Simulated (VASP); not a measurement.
Here is the system:

```
CELL_PARAMETERS angstrom
      3.84753     0.00000     0.00000
      0.00000     3.84753     0.00000
      0.00000     0.00000     3.84753
ATOMIC_POSITIONS crystal
  Tl 0.00000 0.00000 0.00000
  Cl 0.50000 0.50000 0.50000
```

These are PBE GGA with D4 dispersion, VASP's PBE PAW potentials (set 64) (plane waves; VASP 6.6.1) values and carry that method's errors. Numerical set-up: 520 eV cut-off, Gaussian smearing of 0.050 eV, potentials Tl_d Cl.

Unless said otherwise, spin-orbit coupling is left out, though it shifts the bands of the heavy elements here.

Question: Give the energies of bands 7 to 13 at the high-symmetry points, in eV from the valence-band maximum.

Answer: 
| band | Γ | X | M | R |
|---|---|---|---|---|
| 7 | -4.53 | -5.38 | -3.35 | -2.17 |
| 8 | -1.48 | -1.06 | -2.92 | -1.96 |
| 9 | -1.48 | -1.06 | -2.92 | -1.96 |
| 10 | -1.48 | 0.00 | -1.01 | -1.96 |
| 11 | 7.78 | 2.11 | 4.88 | 2.58 |
| 12 | 7.78 | 6.57 | 4.88 | 2.58 |
| 13 | 7.78 | 6.57 | 8.43 | 2.58 |

The gap is direct, 2.11 eV, from the valence maximum at X to the conduction minimum at X.

The compound is TlCl in the CsCl type structure. It was relaxed first.
